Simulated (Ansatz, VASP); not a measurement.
## Cross-check of PbF2 (Fluorocronite) between VASP and Ansatz

Aim: how closely do two programs agree when they are given the same cell, functional and k mesh?

Method: plane waves, with VASP 6.6.1 beside it; relaxation of cell and atoms at r2SCAN and relaxation of cell and atoms at PBE with D3(BJ), in Ansatz 0.2.0.

The database entry behind the starting cell differs from later determinations by our own check (about 0.2 % short, mineral), so it need not match the best structure at ambient conditions.

### 1. The structure

Symmetry: Fm-3m, No. 225, cubic system. The conventional cell has a = 5.931 Å, b = 5.931 Å, c = 5.931 Å, α = 90.00°, β = 90.00°, γ = 90.00°. Pb has 8 F at 2.57 Å nearest. Nearest to F lie 4 Pb at 2.57 Å. Farther neighbours and most contacts between anions are not listed.

Structure file:

```cif
data_structure
_symmetry_space_group_name_H-M 'Fm-3m'
_symmetry_Int_Tables_number 225
_cell_length_a 5.9306
_cell_length_b 5.9306
_cell_length_c 5.9306
_cell_angle_alpha 90.000
_cell_angle_beta 90.000
_cell_angle_gamma 90.000
_cell_volume 208.59
loop_
_atom_site_label
_atom_site_type_symbol
_atom_site_symmetry_multiplicity
_atom_site_Wyckoff_symbol
_atom_site_fract_x
_atom_site_fract_y
_atom_site_fract_z
_atom_site_occupancy
Pb1 Pb 4 a 0.00000 0.00000 0.00000 1
F1 F 8 c 0.25000 0.75000 0.75000 1
```

### 2. VASP: relaxation of cell and atoms, r2SCAN

The relaxed volume is the usual yardstick between codes: its relative difference is about their pressure difference at one cell divided by the bulk modulus.

Lines of VASP's logs that name or quote its potential files are left out, and so is its time.

INCAR reads:

```
SYSTEM = PbF2
PREC = Accurate
ENCUT = 560
EDIFF = 1E-06
NELM = 100
ISMEAR = -1
SIGMA = 0.05
LREAL = .FALSE.
ALGO = Normal
METAGGA = R2SCAN
LASPH = .TRUE.
NBANDS = 20
LORBIT = 11
LWAVE = .FALSE.
LCHARG = .FALSE.
KPAR = 2
IBRION = 2
NSW = 60
ISIF = 3
EDIFFG = -0.01
```

POSCAR reads:

```
PbF2
1.0
    0.0000000000      2.9653000000      2.9653000000
    2.9653000000      0.0000000000      2.9653000000
    2.9653000000      2.9653000000      0.0000000000
Pb F
1 2
Direct
    0.0000000000      0.0000000000      0.0000000000
    0.2500000000      0.2500000000      0.2500000000
    0.7500000000      0.7500000000      0.7500000000
```

KPOINTS reads:

```
Automatic mesh
0
Gamma
8 8 8
0 0 0
```

PAW data sets: Pb_d and F (PBE family, release 64).

The run is started by

```bash
$ mpirun -np 2 vasp_std
```

Numbers of over 12 decimals in the logs are rounded to 6 here.

Log:

```text
[banner, memory and clock lines left out]
running    2 mpi-ranks, on    1 nodes
 distrk:  each k-point on    1 cores,    2 groups
 distr:  one band on    1 cores,    1 groups

 POSCAR found type information on POSCAR PbF
 POSCAR found :  2 types and       3 ions
|                                                                             |
|               ----> ADVICE to this user running VASP <----                  |
|                                                                             |
|     You enforced a specific xc type in the INCAR file but a different       |
|     [... a line on the potential file left out ...]
|     I HOPE YOU KNOW WHAT YOU ARE DOING!                                     |
|                                                                             |

 LDA part: xc-table for (None), standard interpolation
 POSCAR, INCAR and KPOINTS ok, starting setup
 FFT: planning ... GRIDC
 FFT: planning ... GRID_SOFT
 FFT: planning ... GRID
 WAVECAR not read
 entering main loop
       N       E                     dE             d eps       ncg     rms          rms(c)
DAV:   1     0.257546306988E+03    0.25755E+03   -0.15680E+04  1160   0.170E+03
DAV:   2    -0.511162136962E+02   -0.30866E+03   -0.29267E+03  1252   0.467E+02
DAV:   3    -0.793361315369E+02   -0.28220E+02   -0.27815E+02  1352   0.149E+02
DAV:   4    -0.801768072703E+02   -0.84068E+00   -0.83987E+00  1328   0.268E+01
DAV:   5    -0.802047044568E+02   -0.27897E-01   -0.27895E-01  1464   0.512E+00    0.696E+00
DAV:   6    -0.700730377350E+02    0.10132E+02   -0.50153E+00  1364   0.337E+01    0.224E+00
DAV:   7    -0.701402877871E+02   -0.67250E-01   -0.11030E+00  1260   0.809E+00    0.197E+00
DAV:   8    -0.701779772529E+02   -0.37689E-01   -0.37914E-01  1548   0.589E+00    0.910E-01
DAV:   9    -0.701631587889E+02    0.14818E-01   -0.11290E-01  1368   0.275E+00    0.218E-01
DAV:  10    -0.701645915004E+02   -0.14327E-02   -0.23532E-02  1348   0.142E+00    0.318E-01
DAV:  11    -0.701637128956E+02    0.87860E-03   -0.11909E-02  1596   0.833E-01    0.704E-02
DAV:  12    -0.701636455856E+02    0.67310E-04   -0.40853E-04  1336   0.167E-01    0.367E-02
DAV:  13    -0.701636246984E+02    0.20887E-04   -0.23797E-04  1312   0.129E-01    0.153E-02
DAV:  14    -0.701636230283E+02    0.16702E-05   -0.71297E-06  1300   0.232E-02    0.917E-03
DAV:  15    -0.701636216179E+02    0.14104E-05   -0.56971E-06  1128   0.203E-02    0.140E-03
DAV:  16    -0.701636216211E+02   -0.31805E-08   -0.60417E-07   660   0.632E-03
   1 F= -.70163622E+02 E0= -.70163622E+02  d E =-.701636E+02
 curvature:   0.00 expect dE= 0.000E+00 dE for cont linesearch  0.000E+00
 trial: gam= 0.00000 g(F)=  0.404E-48 g(S)=  0.870E-03 ort = 0.000E+00 (trialstep = 0.100E+01)
 search vector abs. value=  0.870E-03
 bond charge predicted
       N       E                     dE             d eps       ncg     rms          rms(c)
DAV:   1    -0.701774305237E+02   -0.13809E-01   -0.34043E-01  1504   0.811E+00    0.828E-01
DAV:   2    -0.701651127436E+02    0.12318E-01   -0.47962E-02  1288   0.226E+00    0.179E-01
DAV:   3    -0.701641312334E+02    0.98151E-03   -0.24648E-03  1376   0.790E-01    0.694E-02
DAV:   4    -0.701639950667E+02    0.13617E-03   -0.85140E-04  1560   0.436E-01    0.254E-02
DAV:   5    -0.701640013065E+02   -0.62398E-05   -0.76280E-05  1308   0.108E-01    0.942E-03
DAV:   6    -0.701640005811E+02    0.72542E-06   -0.13027E-05  1424   0.479E-02    0.323E-03
DAV:   7    -0.701640002150E+02    0.36609E-06   -0.12270E-06   816   0.124E-02
   2 F= -.70164000E+02 E0= -.70164000E+02  d E =-.378594E-03
 trial-energy change:   -0.000379  1 .order   -0.000356   -0.000870    0.000158
 step:   0.8620(harm=  0.8463)  dis= 0.00000  next Energy=   -70.164011 (dE=-0.389E-03)
 reached required accuracy - stopping structural energy minimisation
```

From OUTCAR (step 2):

```text
ion  position               nearest neighbor table
   1  0.000  0.000  0.000-   2 2.57   3 2.57   3 2.57   3 2.57   3 2.57   2 2.57   2 2.57   2 2.57

  LATTYP: Found a face centered cubic cell.
 ALAT       =     5.9306000000

 Subroutine GETGRP returns: Found 48 space group operations
 (whereof 48 operations were pure point group operations)

The static configuration has the point symmetry O_h .

 Found     29 irreducible k-points:

   k-points           NKPTS =     29   k-points in BZ     NKDIM =     29   number of bands    NBANDS=     20

   dimension x,y,z NGX =    32 NGY =   32 NGZ =   32
   dimension x,y,z NGXF=    64 NGYF=   64 NGZF=   64

   ENCUT  =  560.0 eV  41.16 Ry    6.42 a.u.   8.09  8.09  8.09*2*pi/ulx,y,z

   NELECT =      28.0000    total number of electrons

 k-points in reciprocal lattice and weights: Automatic mesh
   0.00000000  0.00000000  0.00000000       0.002
   0.12500000  0.00000000  0.00000000       0.016
   0.25000000  0.00000000  0.00000000       0.016
   0.37500000  0.00000000  0.00000000       0.016
   0.50000000  0.00000000  0.00000000       0.008
   0.12500000  0.12500000  0.00000000       0.012
   0.25000000  0.12500000  0.00000000       0.047
   0.37500000  0.12500000  0.00000000       0.047
   0.50000000  0.12500000  0.00000000       0.047
[...]
-0.37500000  0.50000000  0.12500000       0.023
  -0.25000000  0.50000000  0.25000000       0.012

 average (electrostatic) potential at core
       1 -99.2311       2 -79.6704       3 -79.6704

 E-fermi :   2.6952

 k-point     1 :       0.0000    0.0000    0.0000
  band No.  band energies     occupation
    ...
     10      -1.1121      2.00000
     11      -1.1121      2.00000
     12      -0.6025      2.00000
     13      -0.6025      2.00000
     14      -0.6025      2.00000
     15       8.8758      0.00000
     16       8.8758      0.00000
     17       8.8758      0.00000
     18      12.2668      0.00000
     19      17.4980      0.00000
    ...

 k-point     2 :       0.1250    0.0000    0.0000
  band No.  band energies     occupation
    ...
     10      -1.1400      2.00000
     11      -1.1400      2.00000
     12      -0.6288      2.00000
     13      -0.6288      2.00000
     14      -0.1470      2.00000
     15       8.2567      0.00000
     16       9.0094      0.00000
     17       9.0094      0.00000
     18      13.2603      0.00000
     19      17.0198      0.00000
    ...

 k-point     3 :       0.2500    0.0000    0.0000
  band No.  band energies     occupation
    ...
     10      -1.2052      2.00000
     11      -1.2052      2.00000
     12      -0.6921      2.00000
     13      -0.6921      2.00000
     14       0.6343      2.00000
     15       7.4633      0.00000
     16       9.3390      0.00000
     17       9.3390      0.00000
     18      14.6681      0.00000
     19      16.3870      0.00000
    ...

  Total        0.0243846      0.0243846      0.0243846     -0.0000000      0.0000000     -0.0000000
  in kB        0.7540608      0.7540608      0.7540608     -0.0000000      0.0000000     -0.0000000
  external PRESSURE =       0.7540608 kB  Pullay stress =       0.0000000 kB

  energy-cutoff  :      560.00
  volume of cell :       51.81
      direct lattice vectors                 reciprocal lattice vectors
     0.000000000  2.958897012  2.958897012    -0.168981887  0.168981887  0.168981887
     2.958897012 -0.000000000  2.958897012     0.168981887 -0.168981887  0.168981887
     2.958897012  2.958897012 -0.000000000     0.168981887  0.168981887 -0.168981887

 POSITION                                       TOTAL-FORCE (eV/Angst)
 -----------------------------------------------------------------------------------
      0.00000      2.95890      2.95890        -0.000000     -0.000000     -0.000000
      1.47945      1.47945      1.47945         0.000000     -0.000000      0.000000
      4.43835      4.43835      4.43835        -0.000000      0.000000     -0.000000
 -----------------------------------------------------------------------------------
    total drift:                               -0.000000     -0.000000      0.000000

  FREE ENERGIE OF THE ION-ELECTRON SYSTEM (eV)
  ---------------------------------------------------
  free  energy   TOTEN  =       -70.1640002150 eV

  energy  without entropy=      -70.1640002149  energy(sigma->0) =      -70.16400021

 reached required accuracy - stopping structural energy minimisation

 total charge
# of ion       s       p       d       tot
------------------------------------------
    1        1.552   0.263   9.861  11.676
    2        1.742   4.357   0.000   6.098
    3        1.742   4.357   0.000   6.098
--------------------------------------------------
tot          5.036   8.976   9.861  23.873

[... 3 further parts left out ...]
```

CONTCAR:

```
PbF2
   1.00000000000000
     0.0000000000000000    2.9588970119103339    2.9588970119103339
     2.9588970119103335   -0.0000000000000000    2.9588970119103339
     2.9588970119103335    2.9588970119103339   -0.0000000000000000
  Pb              F
     1     2
Direct
     1.0000000000000000    0.0000000000000000    0.0000000000000000
     0.2500000000000000    0.2500000000000000    0.2500000000000000
     0.7500000000000000    0.7500000000000000    0.7500000000000000
```

### 3. Ansatz: relaxation of cell and atoms, r2SCAN

Ansatz runs on its default PAW (the set named soft_2) files.

The same cell, functional, mesh and smearing now go to Ansatz, which takes its cutoff from its data sets.

input.yaml reads:

```yaml
crystal:
  lattice:
    - [0.0, 2.9653, 2.9653]
    - [2.9653, 0.0, 2.9653]
    - [2.9653, 2.9653, 0.0]
  atoms:
    - { symbol: Pb, position: [0.0, 0.0, 0.0] }
    - { symbol: F, position: [0.25, 0.25, 0.25] }
    - { symbol: F, position: [0.75, 0.75, 0.75] }
hamiltonian:
  xc: r2scan
  pseudopotentials: { kind: paw }
kpoints:
  mp_grid: { grid: [8, 8, 8] }
scf:
  occupations: { method: fermi_dirac, width: 0.05 }
relax:
  f_tol: 0.01
  max_steps: 60
  cell: { stress_tol: 0.05 }
output:
  forces: true
  stress: true
```

The run is started by

```bash
$ ansatz run input.yaml --threads 4 --pin off --max-ram 9216MiB --backend cpu --events-out ev --progress --plain --runs-dir out
```

Log:

```text
Engine: ansatz 0.2.0, aarch64-unknown-linux-gnu
Pseudopotentials: kind: paw
Pseudopotential: Pb, paw, valence charge 14, recommended cutoff 500 eV (meta_gga), Pb.paw.azcp
Pseudopotential: F, paw, valence charge 7, recommended cutoff 500 eV (meta_gga), F.paw.azcp
Functional definition: r2SCAN
  parameter k0 = 0.174
  parameter k1 = 0.065
  parameter a1 = 4.9479
  exchange = r2scan_x(k0 = k0, k1 = k1, a1 = a1)
  correlation = r2scan_c
Crystal: 3 atoms, lattice volume = 52.148 Å³
Basis set: ecut = 500 eV, 1363 PW (Γ), exchange–correlation on 128×128×128 points (64 copies of the dense FFT grid, shifted against one another)
Bands: 18, of which v1, the nominal top of the filled ones, is band 14 counted from 1 (13 counted from 0)
Symmetry: 48 space group operations
Space group: Fm-3m (ITA 225), of the structure as read, at distance tolerance 3.7e-5 Å
k-points: 29 of 512
Non-local potential: Pb, projectors of the file, l = 0: 2, l = 1: 2, l = 2: 2, l = 3: 2
Non-local potential: F, projectors of the file, l = 0: 2, l = 1: 2, l = 2: 1
PAW form: soft (Blöchl's): semilocal exchange-correlation on the pseudo side does not see the compensation charge
PAW frozen core: Pb, regenerated for the run's functional (the file was generated under x = pbe(κ = 0.804, μ = 0.219515), c = pbe(β = 0.066725))
PAW frozen core: F, regenerated for the run's functional (the file was generated under x = pbe(κ = 0.804, μ = 0.219515), c = pbe(β = 0.066725))
PAW one-centre angular grid: Pb, 590 points (default); XC on 160 Gauss nodes
PAW one-centre angular grid: F, 302 points (default); XC on 160 Gauss nodes
Initial density: superposition of atomic densities (neutral atoms: chi_scale 0, normalization atom), corrected by the library's trained network
Initial wavefunctions: pseudopotential atomic-orbital guess
Functional: x = r2scan, c = r2scan; τ floored in thin density (d = 2e-4 eV/Å³)
SCF iter   1: F=—  HF=-13542.208877 eV  |F-HF|=—  |Δ(HF+E_count)|=         —  Δρ=9.38e-3  dr2=4.17e-2  dr2_τ=5.61e-2  ethr=1.77e-3  ⟨swp⟩=5.8  Hψ=2590  notcnv=0
preconditioner: auto → none  [insulator: Δε(μ)=5.039 eV  Ē_g=18.168 eV  σ=0.050 eV  W_gap=1.00  n_scr=14 (ndim 8)  ℏωp=27.2 eV  f_vac=0.130  D(μ)=0.00/eV (n_scr^D=0)  ε∞_Penn≈3.2]
SCF iter   2: F=—  HF=-13542.239144 eV  |F-HF|=—  |Δ(HF+E_count)|=   3.03e-2  Δρ=5.64e-3  dr2=5.72e-3  dr2_τ=1.47e-3  ethr=1.49e-4  ⟨swp⟩=2.0  Hψ=1276  notcnv=0
SCF iter   3: F=—  HF=-13542.237959 eV  |F-HF|=—  |Δ(HF+E_count)|=   1.19e-3  Δρ=1.52e-3  dr2=8.88e-4  dr2_τ=1.02e-4  ethr=2.04e-5  ⟨swp⟩=2.0  Hψ=1018  notcnv=0
SCF iter   4: F=—  HF=-13542.237769 eV  |F-HF|=—  |Δ(HF+E_count)|=   1.89e-4  Δρ=5.55e-4  dr2=5.55e-5  dr2_τ=1.23e-5  ethr=3.17e-6  ⟨swp⟩=2.2  Hψ=629  notcnv=0
SCF iter   5: F=—  HF=-13542.237758 eV  |F-HF|=—  |Δ(HF+E_count)|=   1.11e-5  Δρ=9.11e-5  dr2=1.33e-6  dr2_τ=3.11e-7  ethr=1.98e-7  ⟨swp⟩=2.0  Hψ=668  notcnv=0
SCF iter   6: F=—  HF=-13542.237759 eV  |F-HF|=—  |Δ(HF+E_count)|=   7.33e-7  Δρ=1.86e-5  dr2=1.69e-7  dr2_τ=7.74e-9  ethr=3.57e-10  ⟨swp⟩=4.9  Hψ=1898  notcnv=0
SCF iter   7: F=-13542.237759 eV  HF=-13542.237759 eV  |F-HF|=2.38e-9  |Δ(HF+E_count)|=   1.37e-8  Δρ=2.83e-6  dr2=3.61e-9  dr2_τ=1.61e-10  ethr=3.57e-10  ⟨swp⟩=4.0  Hψ=1653  notcnv=0
SCF 1 converged in 7 iterations: F = -13542.237759 eV  dr2 = 3.61e-9
  greatest PAW one-centre occupation: 0.983 electrons in one spin orbital (limit 2), on the Pb atom at site 0 (counted from 0), in its partial waves of l = 2
relax step   1: F+E_penalty+E_count = -13542.23775898 eV  Δ(F+E_penalty+E_count) = +0.000e0 eV  max|allowed force component| = 1.156e-17 eV/Å  Δτ_max = 0.0000 Å  P = -0.363 GPa  Ω = 52.148 Å³  (7 SCF iters, dr2 threshold 1.00e-7 eV, accepted)
[...]
relax step   2: F+E_penalty+E_count = -13542.23809393 eV  Δ(F+E_penalty+E_count) = -3.349e-4 eV  max|allowed force component| = 5.243e-17 eV/Å  Δτ_max = 0.0000 Å  P = +0.288 GPa  Ω = 51.705 Å³  energy of the carried Pulay correction = +2.248e-4 eV  (5 SCF iters, dr2 threshold 3.00e-7 eV, accepted)
[...]
relax step   3: F+E_penalty+E_count = -13542.23816754 eV  Δ(F+E_penalty+E_count) = -7.361e-5 eV  max|allowed force component| = 5.551e-17 eV/Å  Δτ_max = 0.0000 Å  P = -0.002 GPa  Ω = 51.900 Å³  energy of the carried Pulay correction = +1.253e-4 eV  (4 SCF iters, dr2 threshold 2.08e-7 eV, accepted)
[...]
relax step   4: F+E_penalty+E_count = -13542.23803180 eV  Δ(F+E_penalty+E_count) = +1.357e-4 eV  max|allowed force component| = 7.247e-17 eV/Å  Δτ_max = 0.0000 Å  P = +0.001 GPa  Ω = 51.900 Å³  stress off target by 6.67e-4 GPa  SCF on the basis re-selected at this cell (its energy is not comparable with the rows above)  (5 SCF iters)
basis re-selected at this cell: Δ(F+E_penalty+E_count) = +1.357e-4 eV, ΔP = +0.003 GPa vs the last step (what re-selecting the basis moved, of the pressure what is left beyond the Pulay correction that the steps carried, after the strain that the cell walked since its last selection, with what the two solves' SCF thresholds leave and, on support functions, any second-order correction that the steps lacked; it is no m [...]
SCF converged after 5 iterations
Free energy (F): -13542.238032 eV
Harris-Foulkes:  -13542.238032 eV  (|F-HF|=0.00e0)
Internal energy: -13542.238032 eV  (E = F + TS)
E sigma→0 (E₀):  -13542.238032 eV
Fermi energy:    7.232597 eV
--- Per-component energies (eV) ---
  E_band       = -144.335080
  E_kinetic    = 701.267554
  E_local      = -2256.396988  (includes V_loc(G=0)·N_el)
  E_nonlocal   = 496.495181
  E_hartree    = 869.317097
  E_xc         = -368.594441
  E_vxc        = -379.279578  (∫ρ·V_xc dr)
  E_paw        = -10834.112210  (= ΣΔE_a)
  E_vpaw       = -472.556968  (= ΣTr[D̂ρ^β])
  E_aug_tail   = 0.002127  (compensation charges beyond the density's cutoff)
  E_vtau       = 27.499464  (kinetic-family band-sum trace: ∫τ·v_τ [+ j·A + Jᵃ·Aᵃ] dr)
  E_ewald      = -2151.119069
  E_core_change = 0.902719  (= ΣΔE_core)
  E_smearing   = -0.000000  (= −TS)
  E_closure    = 0.000000  (closes the sum)
  Σ components = -13542.238032   (vs F -13542.238032, Δ=0.00e0)
--- Forces (eV/Å), atoms counted from 1 ---
  atom   1  Pb     0.00000000    -0.00000000    -0.00000000
  atom   2  F      0.00000000     0.00000000     0.00000000
  atom   3  F     -0.00000000    -0.00000000    -0.00000000
  max |Σ_I F_I| component: 1.85e-17 eV/Å
--- Stress (GPa, compression-positive) ---
        0.000667      -0.000000      -0.000000
       -0.000000       0.000667      -0.000000
       -0.000000      -0.000000       0.000667
  P = ⅓ Tr σ = 0.0007 GPa (0.007 kbar)
--- Relaxed structure (3 steps of the walk, 3 accepted, 1 SCFs on fresh bases) ---
  F+E_penalty+E_count = -13542.23803180 eV   max|allowed force component| = 7.247e-17 eV/Å   (the final SCF, on the basis selected at the relaxed cell)
  cell:  # Å, volume = 51.9004 Å³
    - [0, 2.960604, 2.960604]
    - [2.960604, 0, 2.960604]
    - [2.960604, 2.960604, 0]
  atoms:
    - { symbol: Pb, position: [0, 0, 0] }
    - { symbol: F, position: [0.25, 0.25, 0.25] }
    - { symbol: F, position: [0.750000, 0.750000, 0.750000] }
```

Wall time 5.1 s (4 threads of Arm Neoverse V1, shared host); peak memory 0.49 GiB; 16 s of CPU time.

### 4. Side by side

Known differences besides the potentials themselves: VASP keeps PBE cores, Ansatz makes them for the functional; both relaxations stop at a tolerance, which leaves soft axes loose, and VASP keeps its plane-wave basis; the cutoff is 500 eV in Ansatz and 560 eV in VASP; Ansatz adds a Pulay correction to the stress that steers its cell, VASP none. Total energies have different zeros and are not compared.

Compared:

```
                                         quantity  Ansatz   VASP  difference
                                      volume (Å³)   51.90  51.81     +0.17 %
edge a after relaxation, in the typed setting (Å)   4.187  4.184     +0.06 %
```

The walks stopped with 0.00 GPa left in Ansatz and 0.08 GPa in VASP; each walk ends within a tolerance, so the volume difference is uncertain by about these residues over the bulk modulus, most in soft cells.

[end of part 1 of 2]

[Lines on the potential files, build, host, timing and source positions are cut from VASP's logs without a mark.]

[Logs are printed without paths, hosts, clocks, repeated set-up lines and the standing remarks that a program may print on its own settings, such as how far it seeks lower states.]

[Hosts, paths, dates, database ids (printed as entryN), source tags and the programs' standing remarks are cut or masked in the printed files.]
